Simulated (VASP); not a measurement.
SnBrCl3:

```
Sn Br Cl
1.0
     7.30000    0.00000    0.00000
    -3.65000    6.32199    0.00000
     0.00000    0.00000    6.13000
Sn Br Cl
2 2 6
Direct
  0.66667 0.33333 0.50000
  0.33333 0.66667 0.00000
  0.66667 0.33333 0.89600
  0.33333 0.66667 0.39600
  0.32600 0.16300 0.37600
  0.83700 0.16300 0.37600
  0.83700 0.67400 0.37600
  0.16300 0.32600 0.87600
  0.16300 0.83700 0.87600
  0.67400 0.83700 0.87600
```

The cell was built by a generator and needn't be a form met in nature.

| Quantity | Value |
| --- | --- |
| Program | VASP 6.6.1 |
| Task | relaxation of cell and atoms |
| Functional | PBE |
| Potentials or basis | VASP PAW PBE potentials, release 64 (Sn_d, Br, Cl) |
| Cutoff | 520 eV |
| k mesh | 2 × 2 × 3 |
| Occupations | gaussian, width 0.15 eV |
| Spin | no spin polarisation |

At the start: pressure 4.6 GPa; volume 28.29 Å³/atom.

Task: How do energy, volume and symmetry change on relaxing?

Result: Over 15 steps the energy falls by 97.9 meV/atom and the volume is 43.44 Å³/atom (+53.5 %); space group P6_3mc (No. 186, to 0.05 Å).

Step by step:
```tsv
step	energy change (eV)	largest force (eV/Å)	pressure (GPa)	volume (Å³)
1	0.0000	0.4347	4.57	282.90
2	-0.2168	1.0323	-1.41	317.24
3	-0.3001	0.6038	0.39	304.29
4	-0.4139	0.4958	0.42	311.79
5	-0.6542	0.6169	0.28	335.02
6	-0.7621	1.1035	0.89	384.76
7	-0.8113	0.8969	0.64	391.70
8	-0.9102	0.3704	0.23	413.00
9	-0.8861	1.1875	-0.23	457.87
10	-0.9384	0.3166	0.01	432.10
11	-0.9383	0.2532	0.05	430.32
12	-0.9426	0.2222	0.07	430.52
13	-0.9542	0.2183	0.07	431.09
14	-0.9695	0.0922	0.06	432.22
15	-0.9789	0.0577	-0.07	434.38
```

Final structure:
```
CELL_PARAMETERS angstrom
8.45385 0.00000 0.00000
-4.22693 7.32125 0.00000
0.00000 0.00000 7.01825
ATOMIC_POSITIONS crystal
Sn 0.66667 0.33333 0.50415
Sn 0.33333 0.66667 0.00415
Br 0.66667 0.33333 0.85460
Br 0.33333 0.66667 0.35460
Cl 0.36905 0.18452 0.38842
Cl 0.81548 0.18452 0.38842
Cl 0.81547 0.63095 0.38842
Cl 0.18452 0.36905 0.88842
Cl 0.18452 0.81548 0.88842
Cl 0.63095 0.81548 0.88842
```

Caveat: the k mesh is coarse (spacing up to 0.50 Å⁻¹), so the values aren't converged; the volume moved by over 15 % at a fixed basis, so the end points are rough; the relaxation stopped at a loose force limit of 0.08 eV/Å, so its end isn't a converged minimum.
